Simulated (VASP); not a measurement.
OSZICAR of a VASP run on Si (diamond):

**OSZICAR**
```
       N       E                     dE             d eps       ncg     rms          rms(c)
DAV:   1     0.639179590296E+01    0.63918E+01   -0.32318E+03   464   0.756E+02
DAV:   2    -0.118876389708E+02   -0.18279E+02   -0.17409E+02   696   0.830E+01
DAV:   3    -0.121868309648E+02   -0.29919E+00   -0.29919E+00   624   0.131E+01
DAV:   4    -0.121879307212E+02   -0.10998E-02   -0.10998E-02   728   0.814E-01
DAV:   5    -0.121879325663E+02   -0.18452E-05   -0.18446E-05   592   0.261E-02    0.511E+00
DAV:   6    -0.120002696862E+02    0.18766E+00   -0.12867E-01   584   0.180E+00    0.307E+00
DAV:   7    -0.119155280219E+02    0.84742E-01   -0.22412E-01   552   0.242E+00    0.253E-01
DAV:   8    -0.119155454285E+02   -0.17407E-04   -0.65704E-03   528   0.607E-01    0.684E-02
DAV:   9    -0.119155260472E+02    0.19381E-04   -0.19995E-04   696   0.972E-02    0.587E-02
DAV:  10    -0.119155310216E+02   -0.49743E-05   -0.10071E-05   544   0.241E-02    0.340E-02
DAV:  11    -0.119155309550E+02    0.66561E-07   -0.64833E-07   440   0.580E-03
   1 F= -.10685014E+02 E0= -.10685014E+02  d E =-.106850E+02
       N       E                     dE             d eps       ncg     rms          rms(c)
DAV:   1    -0.118655110221E+02    0.50020E-01   -0.18451E+00   552   0.800E+00    0.132E+00
DAV:   2    -0.118285694749E+02    0.36942E-01   -0.37518E-02   568   0.133E+00    0.819E-01
DAV:   3    -0.118116648017E+02    0.16905E-01   -0.40675E-02   520   0.103E+00    0.214E-01
DAV:   4    -0.118116117233E+02    0.53078E-04   -0.43294E-04   616   0.192E-01    0.182E-01
DAV:   5    -0.118115017676E+02    0.10996E-03   -0.27324E-05   552   0.421E-02    0.152E-02
DAV:   6    -0.118115015381E+02    0.22953E-06   -0.79203E-07   464   0.777E-03
   2 F= -.10687297E+02 E0= -.10687297E+02  d E =-.228308E-02
       N       E                     dE             d eps       ncg     rms          rms(c)
DAV:   1    -0.119012778594E+02   -0.89776E-01   -0.41336E-01   520   0.370E+00    0.612E-01
DAV:   2    -0.118928620454E+02    0.84158E-02   -0.86802E-03   576   0.651E-01    0.398E-01
DAV:   3    -0.118889388261E+02    0.39232E-02   -0.95429E-03   520   0.494E-01    0.927E-02
DAV:   4    -0.118889270692E+02    0.11757E-04   -0.10251E-04   592   0.917E-02    0.776E-02
DAV:   5    -0.118889052958E+02    0.21773E-04   -0.53729E-06   536   0.187E-02    0.371E-03
DAV:   6    -0.118889052490E+02    0.46755E-07   -0.13576E-07   288   0.337E-03
   3 F= -.10714235E+02 E0= -.10714235E+02  d E =-.292211E-01
```

Which electronic solver shows in the log?

It is blocked Davidson (ALGO = Normal, or the opening steps of other solvers). The INCAR had ALGO = Normal.

Can the final energy be trusted as converged?

Self-consistency was reached. It stopped with EDIFF = 1E-6, NELM = 100, NSW = 40 and EDIFFG = -0.02 after 3 ionic steps (LDA (Ceperley-Alder, Perdew-Zunger), plane waves, VASP's LDA PAW potentials (set 64)). Energy and stress use the plane-wave basis of the starting cell.

The compound is Si in the diamond structure. This run relaxes it under an external pressure of 5 GPa. Symmetry was kept, so distortions that lower it aren't found.
